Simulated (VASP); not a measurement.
VASP input:

KPOINTS:
```
Automatic mesh
0
Gamma
12 12 12
0 0 0
```

**POSCAR**
```
HfSi
1
    0.0000000000     2.9924664732     2.9924664732
    2.9924664732     0.0000000000     2.9924664732
    2.9924664732     2.9924664732     0.0000000000
Hf Si
1 1
Direct
  0.0000000000   0.0000000000   0.0000000000
  0.2500000000   0.2500000000   0.2500000000
```

**INCAR**
```
SYSTEM = HfSi
PREC = Accurate; ENCUT = 400; LREAL = .False.
LASPH = .True.
EDIFF = 1E-7; NELM = 100; ALGO = Normal
LMAXMIX = 6
ISMEAR = -5
GGA = PS
ISIF = 2
LWAVE = .False.; LCHARG = .True.; LORBIT = 11
NEDOS = 601
```

POTCAR, in this order: Hf_pv Si (PBE.64 set). Program: vasp_std.

Q: Translate this PBEsol calculation to Ansatz.

A: One equivalent input (not run):
Ansatz 0.2 input:
```yaml
crystal:
  lattice:
    - [0.0000000, 2.9924665, 2.9924665]
    - [2.9924665, 0.0000000, 2.9924665]
    - [2.9924665, 2.9924665, 0.0000000]
  atoms:
    - { symbol: Hf, position: [0.0000000, 0.0000000, 0.0000000] }
    - { symbol: Si, position: [0.2500000, 0.2500000, 0.2500000] }
kpoints:
  mp_grid: { grid: [12, 12, 12] }
hamiltonian:
  xc: pbesol
  pseudopotentials: { kind: paw }
scf:
  occupations: { method: tetrahedron }
  max_iter: 100
output: { forces: true, stress: true, eigenvalues: true }
```
What does not carry over: each code has its own PAW files, so the cut-off isn't converted (ENCUT is set for VASP's; basis.ecutwfc is left out, and Ansatz then takes the one that its files recommend); Ansatz stops its SCF on the density residual and VASP on the energy change (EDIFF).

The structure was generated: HfSi was put into the zinc blende type (F-43m), which need not be its known phase. It was relaxed first, which changed the volume by -26 %.
